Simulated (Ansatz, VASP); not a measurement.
# Ge (Ge(110)) in two plane-wave programs, part 2 of 2

Aim: how closely do two programs agree when they are given the same cell, functional and k mesh? The structure shown is the end of the VASP relaxation below.

VASP 6.6.1 and Ansatz 0.2.0.

So far: Starting point; VASP: relaxation, PBE.

### 3. Ansatz: single point, PBE

Level of this step: Ansatz beside VASP: Kohn-Sham DFT, plane waves, PBE (Ansatz).

Ansatz runs on its default PAW (the set named soft_2) files.

The same cell, functional, mesh and smearing now go to Ansatz, which takes its cutoff from its data sets.

input.yaml

```yaml
crystal:
  lattice:
    - [4.05249227, 0.0, 0.0]
    - [0.0, 5.73108953, 0.0]
    - [0.0, 0.0, 32.45823203]
  atoms:
    - { symbol: Ge, position: [0.75, 0.37735822, 0.75504114] }
    - { symbol: Ge, position: [0.25, 0.62264178, 0.75504114] }
    - { symbol: Ge, position: [0.25, 0.86922885, 0.69155995] }
    - { symbol: Ge, position: [0.75, 0.13077115, 0.69155995] }
    - { symbol: Ge, position: [0.75, 0.37284551, 0.62711686] }
    - { symbol: Ge, position: [0.25, 0.62715449, 0.62711686] }
    - { symbol: Ge, position: [0.25, 0.87307403, 0.56337063] }
    - { symbol: Ge, position: [0.75, 0.12692597, 0.56337063] }
    - { symbol: Ge, position: [0.75, 0.37467765, 0.5] }
    - { symbol: Ge, position: [0.25, 0.62532235, 0.5] }
    - { symbol: Ge, position: [0.25, 0.87307403, 0.43662937] }
    - { symbol: Ge, position: [0.75, 0.12692597, 0.43662937] }
    - { symbol: Ge, position: [0.75, 0.37284551, 0.37288314] }
    - { symbol: Ge, position: [0.25, 0.62715449, 0.37288314] }
    - { symbol: Ge, position: [0.25, 0.86922885, 0.30844005] }
    - { symbol: Ge, position: [0.75, 0.13077115, 0.30844005] }
    - { symbol: Ge, position: [0.75, 0.37735822, 0.24495886] }
    - { symbol: Ge, position: [0.25, 0.62264178, 0.24495886] }
hamiltonian:
  xc: pbe
  pseudopotentials: { kind: paw }
kpoints:
  mp_grid: { grid: [6, 4, 1] }
scf:
  occupations: { method: gaussian, width: 0.03 }
  n_extra_bands: 8
efield:
  axis: 3
  dipole_correction: true
  ramp_width: 0.04
output:
  forces: true
  eigenvalues: true
```

The run is started by

```bash
> ansatz run input.yaml --threads 8 --pin off --max-ram 18432MiB --backend cpu --events-out ev --progress --plain --runs-dir out
```

Numbers of over 12 decimals in the logs are rounded to 6 here.

Log:

```text
scf.n_extra_bands = 8 over 126 filled bands (N_el = 252.0): the run solves 134 bands
Engine: ansatz 0.2.0, aarch64-unknown-linux-gnu
Pseudopotentials: kind: paw
Pseudopotential: Ge, paw, valence charge 14, recommended cutoff 420 eV (normal), Ge.paw.azcp
Functional definition: PBE
  parameter kappa = 0.804
  parameter beta = 0.066725
  exchange = pbe_x(kappa = kappa, mu = beta*pi^2/3)
  correlation = pbe_c(beta = beta)
Crystal: 18 atoms, lattice volume = 753.849 Å³
Basis set: ecut = 420 eV, 14799 PW (Γ), exchange–correlation on 60×80×450 points (8 copies of the dense FFT grid, shifted against one another)
Bands: 134, of which v1, the nominal top of the filled ones, is band 126 counted from 1 (125 counted from 0)
Symmetry: 4 space group operations
k-points: 12 of 24
Non-local potential: Ge, projectors of the file, l = 0: 2, l = 1: 2, l = 2: 3, l = 3: 1
PAW form: soft (Blöchl's): semilocal exchange-correlation on the pseudo side does not see the compensation charge
PAW one-centre angular grid: Ge, 590 points (default); XC on 64 Gauss nodes
Initial density: superposition of atomic densities (neutral atoms: chi_scale 0, normalization atom), corrected by the library's trained network
Initial wavefunctions: pseudopotential atomic-orbital guess
Functional: x = pbe(κ = 0.804, μ = 0.219515), c = pbe(β = 0.066725)
SCF iter   1: F=—  HF=-77306.021201 eV  |F-HF|=—  |Δ(HF+E_count)|=         —  Δρ=2.15e-3  dr2=9.29e-2  ethr=1.77e-3  p=0.000 e·Å  D=7.62e-14 V/Å  ΔV_dip=-0.00 eV  dr2_dipole=7.70e-6  V_vac-E_F(+/−)=4.75/4.75 eV  ⟨swp⟩=6.2  Hψ=5834  notcnv=0  defer=2
efield: sawtooth ramp at fractional position 0.9800 (placed from the atoms, in the widest stretch of the axis that holds none; the zero of the levels goes with the place), width 0.0400; the density the first Hamiltonian is built on has a dipole p = 0.000 e·Å; the dipole correction subtracts the counter field D = 7.62e-14 V/Å, which shifts the + side's vacuum level by -0.00 eV against the − side's; the planar-averaged density in the ramp window peaks in size at 2.3e-5 e/Å³
preconditioner: auto → LDOS  [metal: Δε(μ)=0.024 eV  Ē_g=20.331 eV  σ=0.030 eV  W_gap=0.41  n_scr=164 (ndim 8)  ℏωp=21.5 eV  f_vac=0.414  D(μ)=14.85/eV (n_scr^D=70)  β→1.0]
SCF iter   2: F=—  HF=-77306.008810 eV  |F-HF|=—  |Δ(HF+E_count)|=   1.24e-2  Δρ=7.78e-4  dr2=2.35e-2  ethr=3.69e-5  p=-0.000 e·Å  D=-3.67e-6 V/Å  ΔV_dip=0.00 eV  dr2_dipole=1.01e-5  V_vac-E_F(+/−)=4.76/4.76 eV  ⟨swp⟩=2.2  Hψ=2698  notcnv=0  defer=32
SCF iter   3: F=—  HF=-77306.007923 eV  |F-HF|=—  |Δ(HF+E_count)|=   8.87e-4  Δρ=4.29e-4  dr2=6.50e-3  ethr=9.34e-6  p=-0.000 e·Å  D=-1.82e-6 V/Å  ΔV_dip=0.00 eV  dr2_dipole=2.27e-7  V_vac-E_F(+/−)=4.76/4.76 eV  ⟨swp⟩=2.0  Hψ=2391  notcnv=0  defer=32
SCF iter   4: F=—  HF=-77306.007480 eV  |F-HF|=—  |Δ(HF+E_count)|=   4.43e-4  Δρ=2.14e-4  dr2=2.03e-3  ethr=2.58e-6  p=-0.000 e·Å  D=-8.04e-7 V/Å  ΔV_dip=0.00 eV  dr2_dipole=1.87e-7  V_vac-E_F(+/−)=4.76/4.76 eV  ⟨swp⟩=2.0  Hψ=2251  notcnv=0  defer=32
SCF iter   5: F=—  HF=-77306.007344 eV  |F-HF|=—  |Δ(HF+E_count)|=   1.36e-4  Δρ=1.31e-4  dr2=1.34e-3  ethr=8.07e-7  p=-0.000 e·Å  D=-5.03e-7 V/Å  ΔV_dip=0.00 eV  dr2_dipole=9.33e-9  V_vac-E_F(+/−)=4.77/4.77 eV  ⟨swp⟩=2.0  Hψ=2247  notcnv=0  defer=32
SCF iter   6: F=—  HF=-77306.007246 eV  |F-HF|=—  |Δ(HF+E_count)|=   9.75e-5  Δρ=4.40e-5  dr2=1.97e-4  ethr=5.32e-7  p=-0.000 e·Å  D=-8.95e-8 V/Å  ΔV_dip=0.00 eV  dr2_dipole=1.10e-8  V_vac-E_F(+/−)=4.77/4.77 eV  ⟨swp⟩=2.0  Hψ=1698  notcnv=0  defer=32
SCF iter   7: F=—  HF=-77306.007240 eV  |F-HF|=—  |Δ(HF+E_count)|=   6.28e-6  Δρ=2.14e-5  dr2=2.45e-5  ethr=7.82e-8  p=-0.000 e·Å  D=-2.26e-8 V/Å  ΔV_dip=0.00 eV  dr2_dipole=2.80e-9  V_vac-E_F(+/−)=4.77/4.77 eV  ⟨swp⟩=2.0  Hψ=1722  notcnv=0  defer=32
SCF iter   8: F=—  HF=-77306.007436 eV  |F-HF|=—  |Δ(HF+E_count)|=   1.96e-4  Δρ=7.83e-6  dr2=9.26e-7  ethr=9.71e-9  p=-0.000 e·Å  D=-5.05e-8 V/Å  ΔV_dip=0.00 eV  dr2_dipole=6.07e-11  V_vac-E_F(+/−)=4.77/4.77 eV  ⟨swp⟩=3.0  Hψ=3137  notcnv=0  defer=32
SCF iter   9: F=—  HF=-77306.007437 eV  |F-HF|=—  |Δ(HF+E_count)|=   4.60e-7  Δρ=2.91e-6  dr2=2.17e-7  ethr=3.68e-10  p=-0.000 e·Å  D=-4.28e-8 V/Å  ΔV_dip=0.00 eV  dr2_dipole=3.46e-11  V_vac-E_F(+/−)=4.77/4.77 eV  ⟨swp⟩=2.0  Hψ=3092  notcnv=0  defer=32
SCF iter  10: F=-77306.007437 eV  HF=-77306.007437 eV  |F-HF|=5.89e-9  |Δ(HF+E_count)|=   1.50e-7  Δρ=9.16e-7  dr2=1.39e-8  ethr=3.97e-11  p=-0.000 e·Å  D=-9.23e-9 V/Å  ΔV_dip=0.00 eV  dr2_dipole=2.23e-11  V_vac-E_F(+/−)=4.77/4.77 eV  ⟨swp⟩=8.8  Hψ=5767  notcnv=0
SCF 1 converged in 10 iterations: F = -77306.007437 eV  dr2 = 1.39e-8
  greatest PAW one-centre occupation: 0.998 electrons in one spin orbital (limit 2), on the Ge atom at site 16 (counted from 0), in its partial waves of l = 2
SCF converged after 10 iterations
Free energy (F): -77306.007437 eV
Harris-Foulkes:  -77306.007437 eV  (|F-HF|=5.89e-9)
Internal energy: -77305.998875 eV  (E = F + TS)
E sigma→0 (E₀):  -77306.003156 eV
Entropy (-TS):   -0.008562 eV (-0.476 meV/atom)
Fermi energy:    2.272672 eV
Dipole field:    D = -0.000003 V/Å  (p = -0.000014 e·Å, saw-weighted, corrected)
Work function:   Φ+ = 4.7720 eV   Φ− = 4.7719 eV
Levels:          The Fermi level and band energies are counted from a zero that moves with the ramp; work functions are not
--- Per-component energies (eV) ---
  E_band       = -4171.364006
  E_kinetic    = 1988.735476
  E_local      = -291501.703878  (includes V_loc(G=0)·N_el)
  E_nonlocal   = 7516.162441
  E_hartree    = 142289.005947
  E_xc         = -1351.755481
  E_vxc        = -1150.619687  (∫ρ·V_xc dr)
  E_paw        = -36340.734383  (= ΣΔE_a)
  E_vpaw       = -5601.984104  (= ΣTr[D̂ρ^β])
  E_aug_tail   = 0.005419  (compensation charges beyond the density's cutoff)
  E_efield     = 0.000000  (sawtooth field / dipole correction)
  E_vefield    = 0.000000  (∫n·V_field dr)
  E_ewald      = 100094.285583
  E_smearing   = -0.008562  (= −TS)
  E_closure    = -0.000000  (closes the sum)
  Σ components = -77306.007437   (vs F -77306.007437, Δ=0.00e0)
--- Forces (eV/Å), atoms counted from 1 ---
  atom   1  Ge     0.00000000     0.04490540    -0.04214895
  atom   2  Ge     0.00000000    -0.04490540    -0.04214895
  atom   3  Ge     0.00000000     0.03085403     0.01336384
  atom   4  Ge     0.00000000    -0.03085403     0.01336384
  atom   5  Ge     0.00000000    -0.00533355     0.01095134
  atom   6  Ge     0.00000000     0.00533355     0.01095134
  atom   7  Ge     0.00000000     0.02538682    -0.00898597
  atom   8  Ge     0.00000000    -0.02538682    -0.00898597
  atom   9  Ge     0.00000000    -0.02000185    -0.00000000
  atom  10  Ge     0.00000000     0.02000185    -0.00000000
  atom  11  Ge     0.00000000     0.02538668     0.00898606
  atom  12  Ge     0.00000000    -0.02538668     0.00898606
  atom  13  Ge     0.00000000    -0.00533383    -0.01095151
  atom  14  Ge     0.00000000     0.00533383    -0.01095151
  atom  15  Ge     0.00000000     0.03085354    -0.01336337
  atom  16  Ge     0.00000000    -0.03085354    -0.01336337
  atom  17  Ge     0.00000000     0.04490514     0.04214893
  atom  18  Ge     0.00000000    -0.04490514     0.04214893
  max |Σ_I F_I| component: 7.65e-7 eV/Å
--- Band table (eV; the first three rows and the last of 12) ---
  k-point 0: bands = [... 122 lower, 2.1253, 2.4375, 2.5191, 2.5401, 2.7302, 2.9686, 3.4871, 3.7515, ... 4 higher]
  k-point 1: bands = [... 122 lower, 1.8839, 1.8918, 2.1329, 2.2431, 2.6363, 2.7228, 3.3639, 3.5364, ... 4 higher]
  k-point 2: bands = [... 122 lower, 1.3565, 1.3707, 2.0428, 2.0483, 2.2075, 2.2235, 3.0223, 3.2994, ... 4 higher]
  k-point 11: bands = [... 122 lower, 1.0114, 1.0114, 1.7371, 1.7371, 2.1994, 2.1994, 3.5769, 3.5769, ... 4 higher]
```

Elapsed: 15 s, on 8 threads of Arm Neoverse V2, shared host; peak memory 3.7 GiB; 1.9 min of CPU time.

### 4. Comparison

Known differences besides the potentials themselves: the data sets hold 252 valence electrons in Ansatz (default PAW (the set named soft_2) files) and 72 in VASP; the cutoff is 420 eV in Ansatz and 320 eV in VASP (PREC = Normal, projectors in real space); VASP leaves aspherical gradient terms in its spheres out (LASPH is not set), Ansatz keeps them. Total energies have different zeros and are not compared.

At this near-relaxed geometry the largest component of a force difference is 37 meV/Å. VASP's last cycles still show a density residual of 7e-03, so its state may not be settled.

### 5. What the set-up changes

Further runs change the set-up of one program: Ansatz's method, potentials or start, or VASP's data sets, cutoff or form of LDA. The table gives Ansatz less VASP for each quantity, since a change that brings one quantity closer may part another.

```
                                        run  r.m.s. force difference (meV/Å)
                                   as above                               15
    Ansatz's larger PAW set (cutoff 560 eV)                               15
norm-conserving potentials (cutoff 1061 eV)                               14
```

### 6. Summary of results

| Quantity | Value |
| --- | --- |
| r.m.s. force difference (single point, PBE) | 15 meV/Å |

In words: The r.m.s. force difference is 15 meV/Å (single point, PBE), beyond the 12 meV/Å picked in this series as the mark of a large difference. For single point, PBE, no further run moves any of the tabulated differences by more than a quarter of its size. How closely two codes agree says nothing of how well the functional describes the real material.

[Lines on the potential files, build, host, timing and source positions are cut from VASP's logs without a mark.]

[Logs are printed without paths, hosts, clocks, repeated set-up lines and the standing remarks that a program may print on its own settings, such as how far it seeks lower states.]

[Hosts, paths, dates, database ids (printed as entryN), source tags and the programs' standing remarks are cut or masked in the printed files.]
